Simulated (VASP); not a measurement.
PmSe:

```xyz
2
Lattice="0.0000 2.9605 2.9605 2.9605 0.0000 2.9605 2.9605 2.9605 0.0000" Properties=species:S:1:pos:R:3 pbc="T T T"
Pm    0.0000    0.0000    0.0000
Se    2.9605    2.9605    2.9605
```

The cell comes from a database or a generator and needn't be the stable form of this composition.

* Program: VASP 6.6.1
* Task: relaxation of cell and atoms
* Functional: LAK
* Potentials or basis: VASP PAW PBE potentials, release 64 (Pm, Se)
* Cutoff: 600 eV
* k mesh: 8 × 8 × 8
* Occupations: gaussian, width 0.05 eV
* Spin: collinear spin, ferromagnetic start
* Starting moments: [4.0, 0.0] μB

At the start: pressure 7.6 GPa; volume 25.95 Å³/atom.

Question: Where does the relaxation end?

Answer: Over 8 steps the energy falls by 69.5 meV/atom and the volume is 29.13 Å³/atom (+12.3 %); space group Fm-3m (No. 225, to 0.05 Å); moment 4.89 μB per cell.

Step by step:
| step | energy change (eV) | largest force (eV/Å) | pressure (GPa) | volume (Å³) |
| --- | --- | --- | --- | --- |
| 1 | 0.0000 | 0.0000 | 7.64 | 51.90 |
| 2 | -0.1108 | 0.0000 | -2.54 | 61.76 |
| 3 | -0.1390 | 0.0000 | 0.09 | 58.34 |
| 4 | -0.1389 | 0.0000 | -0.29 | 58.48 |
| 5 | -0.1388 | 0.0000 | 0.21 | 58.06 |
| 6 | -0.1390 | 0.0000 | -0.15 | 58.33 |
| 7 | -0.1390 | 0.0000 | 0.09 | 58.22 |
| 8 | -0.1390 | 0.0000 | -0.05 | 58.26 |

Final structure:
```
CELL_PARAMETERS angstrom
0.00000 3.07695 3.07695
3.07695 0.00000 3.07695
3.07695 3.07695 0.00000
ATOMIC_POSITIONS crystal
Pm 0.00000 0.00000 0.00000
Se 0.50000 0.50000 0.50000
```

Caveat: the magnetic or orbital state may not be the lowest; the PAW data sets were made with another functional, which shifts forces and pressure a little; without U or exact exchange the open f shell lies at the Fermi level, which spoils levels, moments and volumes.
